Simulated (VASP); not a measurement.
# Zn4S3Te (ordered alloy cell): computed properties

These are PBEsol GGA, VASP's PBE PAW potentials (set 64) (plane waves; VASP) values and carry that method's errors.

For Zn4S3Te, the space group is R3m (160) and the cell is a = b = 3.915 Å, c = 38.391 Å, α = β = 90.00°, γ = 120.00°. The volume per atom is 21.24 Å³/atom and the band gap (over mesh and band path) comes out as 0.19 eV. The smallest direct gap (over mesh and band path) is 0.19 eV and the band-edge character is direct, Γ to Γ. The density is 4.74 g/cm³.

```yaml
crystal:
  lattice:
    - [0.00000, 2.76862, 2.76862]
    - [2.76862, 0.00000, 2.76862]
    - [11.07979, 11.07979, -0.00530]
  atoms:
    - { symbol: Zn, position: [0.02964, 0.02964, 0.97777] }
    - { symbol: Zn, position: [0.97282, 0.97282, 0.27038] }
    - { symbol: Zn, position: [0.99077, 0.99077, 0.50692] }
    - { symbol: Zn, position: [0.00857, 0.00857, 0.74357] }
    - { symbol: Te, position: [0.24513, 0.24513, 0.06615] }
    - { symbol: S, position: [0.23306, 0.23306, 0.32520] }
    - { symbol: S, position: [0.25104, 0.25104, 0.56172] }
    - { symbol: S, position: [0.26896, 0.26896, 0.79828] }
```

Unless said otherwise, spin-orbit coupling is left out, though it shifts the bands of the heavy elements here.

The structure was generated: Zn4S3Te was put into an ordered model structure (R3m), which need not be its known phase. It was relaxed first. Symmetry was kept, so distortions that lower it aren't found.
